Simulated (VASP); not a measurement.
All values below come from PBE GGA, VASP's PBE PAW potentials (set 64) (plane waves; VASP 6.6.1).

VASP ran on this input.

File POSCAR:
```
MgB2
1
    1.5033750000    -2.7403260000     0.0000000000
    1.5033750000     2.7403260000     0.0000000000
    0.0000000000     0.0000000000     3.5143660000
Mg B
1 2
Direct
  0.0000000000   0.0000000000   0.0000000000
  0.3333330000   0.6666670000   0.5000000000
  0.6968860000   0.3635520000   0.5000000000
```

**KPOINTS**
```
Automatic mesh
0
Gamma
10 10 8
0 0 0
```

**INCAR**
```
SYSTEM = MgB2
PREC = Accurate
ENCUT = 520
EDIFF = 1E-6
NELM = 100
ALGO = Damped
LREAL = .FALSE.
LASPH = .TRUE.
ISMEAR = 1
SIGMA = 0.1
GGA = PE
LWAVE = .FALSE.
LCHARG = .FALSE.
ISIF = 2
```

POTCAR, in this order: Mg B (PBE.64 set). Program: vasp_std.

Task: What will the output report for the number of irreducible k-points (NKPTS), number of bands (NBANDS), largest plane-wave count, number of space-group operations, FFT grid (NGX, NGY, NGZ)?

Result: 
The number of irreducible k-points (NKPTS) comes out as 260, the number of bands (NBANDS) comes out as 8 and the largest plane-wave count is 800. The number of space-group operations is 2 and the FFT grid (NGX, NGY, NGZ) is 24 × 24 × 28.

The compound is MgB2 in the AlB2 type structure. The cell was not relaxed at this level, atoms are displaced from their ideal sites. The run is one of a series of settings (ALGO = Damped against the base run), some of them coarse on purpose.
